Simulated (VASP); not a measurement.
# GW on GaN, part 3 of 6

Aim: the quasiparticle gap of GaN, and what it costs to get it. The cell is of the zinc-blende type, one of the forms listed for this formula. The start is a computed cell from the Materials Project.

VASP 6.6.1, plane waves and PAW; the level of theory is named at each step.

So far, gap on the k-mesh (eV): step 3 (empty bands, functional PBE) 1.72.

### Step 4. evGW0 (continued)

Level of this step: evGW0 on PBE; plane waves and PAW (Ga_d_GW, N_GW) (VASP).

Parts of OUTCAR (step 4):

```text
The static configuration has the point symmetry T_d .

 Found     16 irreducible k-points:

   k-points           NKPTS =     16   k-points in BZ     NKDIM =    216   number of bands    NBANDS=    152

   NELECT =      18.0000    total number of electrons

 E-fermi :   5.9591

 QP shifts <psi_nk| G(iteration)W_0 |psi_nk>: iteration 1
 for sc-GW calculations column KS-energies equals QP-energies in previous step
 and V_xc(KS)=  KS-energies - (<T + V_ion + V_H > + <T+V_H+V_ion>^1  + <V_x>^1)
 k-point   1 :       0.0000    0.0000    0.0000
  band No.  KS-energies  QP-energies   sigma(KS)   V_xc(KS)     V^pw_x(r,r')   Z            occupation Imag(sigma)
    ...
      6      -8.0769     -10.9269     -25.6984     -21.8074     -35.1863       0.7325       2.0000       0.1696
      7       5.0978       4.4159     -18.6260     -17.7320     -21.3412       0.7628       2.0000       0.0684
      8       5.0978       4.4159     -18.6260     -17.7320     -21.3412       0.7628       2.0000       0.0684
      9       5.0978       4.4159     -18.6260     -17.7320     -21.3412       0.7628       2.0000       0.0684
     10       6.8203       7.3057     -12.7506     -13.3584      -9.0917       0.7986       0.0000      -0.0791
     11      15.3897      16.0109     -10.6469     -11.4287      -5.3700       0.7945       0.0000      -0.1296
     12      15.3897      16.0109     -10.6469     -11.4287      -5.3700       0.7945       0.0000      -0.1296
     13      15.3897      16.0109     -10.6469     -11.4287      -5.3700       0.7945       0.0000      -0.1296
    ...

 k-point   2 :       0.1667    0.0000    0.0000
  band No.  KS-energies  QP-energies   sigma(KS)   V_xc(KS)     V^pw_x(r,r')   Z            occupation Imag(sigma)
    ...
      6      -8.0783     -10.9238     -25.6913     -21.8023     -35.1818       0.7317       2.0000       0.1707
      7       2.8139       1.9714     -16.9923     -15.8781     -19.9341       0.7561       2.0000       0.0849
      8       4.8276       4.1146     -18.3929     -17.4564     -21.1554       0.7613       2.0000       0.0701
      9       4.8276       4.1146     -18.3929     -17.4564     -21.1554       0.7613       2.0000       0.0701
     10       8.4316       8.9985     -13.4729     -14.1932      -9.6526       0.7870       0.0000      -0.0793
     11      14.3525      15.0289     -11.1700     -12.0273      -5.9627       0.7890       0.0000      -0.1264
     12      15.7452      16.3858     -10.8403     -11.6524      -5.4469       0.7888       0.0000      -0.1451
     13      15.7452      16.3858     -10.8403     -11.6524      -5.4469       0.7888       0.0000      -0.1451
    ...

 k-point   3 :       0.3333    0.0000    0.0000
  band No.  KS-energies  QP-energies   sigma(KS)   V_xc(KS)     V^pw_x(r,r')   Z            occupation Imag(sigma)
    ...
      6      -7.5924      -9.9343     -23.1017     -19.8728     -31.8725       0.7253       2.0000       0.3914
      7      -0.2621      -1.2939     -15.7765     -14.3659     -19.7106       0.7315       2.0000       0.1730
      8       4.3496       3.5861     -18.0348     -17.0297     -20.8861       0.7597       2.0000       0.0732
      9       4.3496       3.5861     -18.0348     -17.0297     -20.8861       0.7597       2.0000       0.0732
     10       9.5607      10.2003     -12.2702     -13.0758      -7.8799       0.7940       0.0000      -0.0889
     11      13.7371      14.4728     -12.6375     -13.6038      -7.2436       0.7614       0.0000      -0.1475
     12      15.7162      16.3088     -10.7864     -11.5369      -5.4669       0.7895       0.0000      -0.1557
     13      15.7162      16.3088     -10.7864     -11.5369      -5.4669       0.7895       0.0000      -0.1557
    ...

 QP shifts <psi_nk| G(iteration)W_0 |psi_nk>: iteration 2
 k-point   1 :       0.0000    0.0000    0.0000
  band No. old QP-enery  QP-energies   sigma(KS)   T+V_ion+V_H  V^pw_x(r,r')   Z            occupation Imag(sigma)
    ...
      6     -10.9269     -11.6569     -25.6585      13.7305     -35.1863       0.7291       2.0000       0.1713
      7       4.4159       4.2749     -18.5978      22.8298     -21.3412       0.7669       2.0000       0.0669
      8       4.4159       4.2749     -18.5978      22.8298     -21.3412       0.7669       2.0000       0.0669
      9       4.4159       4.2749     -18.5978      22.8298     -21.3412       0.7669       2.0000       0.0669
     10       7.3057       7.3420     -12.8278      20.1787      -9.0917       0.8032       0.0000      -0.0797
     11      16.0109      16.1168     -10.6743      26.8184      -5.3700       0.7949       0.0000      -0.1292
     12      16.0109      16.1168     -10.6743      26.8184      -5.3700       0.7949       0.0000      -0.1292
     13      16.0109      16.1168     -10.6743      26.8184      -5.3700       0.7949       0.0000      -0.1292
    ...

 QP shifts <psi_nk| G(iteration)W_0 |psi_nk>: iteration 3
 k-point   1 :       0.0000    0.0000    0.0000
  band No. old QP-enery  QP-energies   sigma(KS)   T+V_ion+V_H  V^pw_x(r,r')   Z            occupation Imag(sigma)
    ...
      6     -11.6569     -11.8458     -25.6468      13.7305     -35.1863       0.7282       2.0000       0.1721
      7       4.2749       4.2435     -18.5958      22.8298     -21.3412       0.7683       2.0000       0.0664
      8       4.2749       4.2435     -18.5958      22.8298     -21.3412       0.7683       2.0000       0.0664
      9       4.2749       4.2435     -18.5958      22.8298     -21.3412       0.7683       2.0000       0.0664
     10       7.3420       7.3406     -12.8385      20.1787      -9.0917       0.8037       0.0000      -0.0812
     11      16.1168      16.1347     -10.6791      26.8184      -5.3700       0.7959       0.0000      -0.1292
     12      16.1168      16.1347     -10.6791      26.8184      -5.3700       0.7959       0.0000      -0.1292
     13      16.1168      16.1347     -10.6791      26.8184      -5.3700       0.7959       0.0000      -0.1292
    ...

 QP shifts <psi_nk| G(iteration)W_0 |psi_nk>: iteration 4
 k-point   1 :       0.0000    0.0000    0.0000
  band No. old QP-enery  QP-energies   sigma(KS)   T+V_ion+V_H  V^pw_x(r,r')   Z            occupation Imag(sigma)
    ...
      6     -11.8458     -11.8943     -25.6429      13.7305     -35.1863       0.7281       2.0000       0.1725
      7       4.2435       4.2361     -18.5960      22.8298     -21.3412       0.7685       2.0000       0.0663
      8       4.2435       4.2361     -18.5960      22.8298     -21.3412       0.7685       2.0000       0.0663
      9       4.2435       4.2361     -18.5960      22.8298     -21.3412       0.7685       2.0000       0.0663
     10       7.3406       7.3386     -12.8406      20.1787      -9.0917       0.8035       0.0000      -0.0815
     11      16.1347      16.1374     -10.6803      26.8184      -5.3700       0.7959       0.0000      -0.1292
     12      16.1347      16.1374     -10.6803      26.8184      -5.3700       0.7959       0.0000      -0.1292
     13      16.1347      16.1374     -10.6803      26.8184      -5.3700       0.7959       0.0000      -0.1292
    ...

[... 7 parts as in an earlier step ...]

[... 26 further parts left out ...]
```

This step gave:

```
quasiparticle gap on the mesh                 : 3.102 eV
smallest direct quasiparticle gap on the mesh : 3.102 eV
gap of the starting orbitals on the mesh      : 1.722 eV
```

QP gap by iteration, by row:

```
iteration  gap (eV)  direct gap (eV)
        1      2.89             2.89
        2     3.067            3.067
        3     3.097            3.097
        4     3.103            3.103
```

GW takes the gap from 1.722 to 3.102 eV. The last pass still moved it by +5 meV. Spin-orbit coupling is left out. The value holds for 152 bands, ENCUTGW = 200 eV and this mesh, and isn't shown to be converged in them.

[end of part 3 of 6]

[Lines on the potential files, build, host, timing and source positions are cut from VASP's logs without a mark.]

[Logs are printed without paths, hosts, clocks, repeated set-up lines and the standing remarks that a program may print on its own settings, such as how far it seeks lower states.]

[Hosts, paths, dates, database ids (printed as entryN), source tags and the programs' standing remarks are cut or masked in the printed files.]

[Pressures printed for these runs are not shown converged in the cutoff: they can be off by several GPa and have the wrong sign.]
